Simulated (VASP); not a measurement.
Write the native input for VASP 6.6.1 that does the following.

| Quantity | Value |
| --- | --- |
| Task | relaxation of cell and atoms |
| Functional | PBE |
| Potentials or basis | VASP PAW PBE potentials, release 64 (Al, N) |
| Cutoff | 520 eV |
| k mesh | 12 × 12 × 6 |
| Occupations | gaussian, width 0.02 eV |
| Spin | no spin polarisation |
| Further INCAR settings | ALGO = Normal; EDIFF = 1e-07; IBRION = 2; EDIFFG = -0.002; NSW = 80; ISIF = 3 |

The structure of AlN lies in POSCAR:

```
AlN                                     
1.0
    3.1285726999     -0.0000000000     -0.0000000000
   -1.5642863500      2.7094234337      0.0000000000
   -0.0000000000      0.0000000000      5.0164566731
  Al              N             
     2     2
Direct
     0.3333333300000021    0.6666666699999979    0.9992574421912589
     0.6666666699999979    0.3333333300000021    0.4992574421912588
     0.3333333300000021    0.6666666699999979    0.3807425578087438
     0.6666666699999979    0.3333333300000021    0.8807425578087437
```

The input as run:

INCAR

```
SYSTEM = AlN
PREC     = Accurate       ! precision mode
ENCUT    = 520            ! plane-wave cutoff, eV
EDIFF    = 1E-7           ! SCF threshold, eV
ISMEAR   = 0              ! smearing method
SIGMA    = 0.02           ! smearing width, eV
LREAL    = .FALSE.        ! projectors in reciprocal space
LASPH    = .TRUE.         ! aspherical terms in the spheres
NELM     = 100            ! most SCF steps
ALGO     = Normal         ! electronic algorithm
ISIF     = 3              ! what is computed and relaxed
LWAVE    = .FALSE.        ! write WAVECAR
LCHARG   = .FALSE.        ! write CHGCAR
GGA      = PE             ! functional
IBRION   = 2              ! ionic algorithm
NSW      = 80             ! ionic steps
EDIFFG   = -0.002         ! ionic threshold
KPAR     = 4
```

KPOINTS

```
regular mesh
0
G
  12 12 6
  0 0 0
```

Potentials or basis: VASP PAW PBE potentials, release 64 (Al, N).

Run with:

```console
$ cat potpaw_PBE.64/Al/POTCAR potpaw_PBE.64/N/POTCAR > POTCAR
$ mpirun -np 4 vasp_std > vasp.out
```

Results of the run:

```yaml
Pressure_after_relaxing: 0.0 GPa
Band_gap_on_the_k_mesh: 4.06 eV, direct
```

Caveat: the relaxation stopped at its first step, so nothing moved.

Wall time 7.4 s on 4 MPI ranks on Intel(R) Xeon(R) Platinum 8488C (Sapphire Rapids), with other jobs on the host, peak memory 0.16 GiB a rank.
